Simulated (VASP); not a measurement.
Runs of VASP 6.6.1 on O2C. The cell holds a molecule in a box, 3 atoms: a = 12.155 Å, b = 12.655 Å, c = 13.155 Å, α = 90.00°, β = 90.00°, γ = 90.00°. 

| task | level | cell | cutoff (eV) | atoms held fixed (from 0) | grid for exact exchange (PRECFOCK) | screening parameter | gap on the mesh (eV) | largest force (eV/Å) |
| --- | --- | --- | --- | --- | --- | --- | --- | --- |
| single point | optB86b-vdW | as given | 400 | - | - | - | (b) | 0.09 |
| single point | RPBE+D3(BJ) | as given | 400 | - | - | - | 7.92 | 0.40 |
| single point | RPBE | as given | 400 | - | - | - | 7.92 | 0.44 |
| single point | rev-vdW-DF2 | as given | 400 | - | - | - | (a) | 0.16 |
| single point | PBEsol | as given | 400 | - | - | - | 8.12 | 0.24 |
| single point | PBE+D3 | as given | 400 | - | - | - | 8.04 | 0.01 |
| single point | PBE+D3(BJ) | as given | 520 | - | - | - | (c) | 0.01 |
| single point | r2SCAN+rVV10 | as given | 400 | - | - | - | 8.95 | 0.89 |
| relaxation of the atoms | PBE+D3(BJ) | atoms relaxed | 400 | [0] | - | - | 8.04 | - |
| single point | HSE06+D3(BJ) | as given | 400 | - | Fast | 0.2 1/A | 9.60 | 1.44 |
| single point | PBE+D4 | as given | 400 | - | - | - | 8.04 | 0.01 |

Alike in all rows: potentials or basis VASP PAW PBE potentials, release 64 (O, C); no spin polarisation; k mesh 1 × 1 × 1; smearing gaussian 0.01 eV.

**Question.** Estimate the missing entries.

**Answer.** (a) 7.88; (b) 7.86; (c) 8.03.

Caveats: the standard files for N, O and F lose accuracy on very short bonds; the PAW data sets were made with another functional, which shifts forces and pressure a little (some runs).

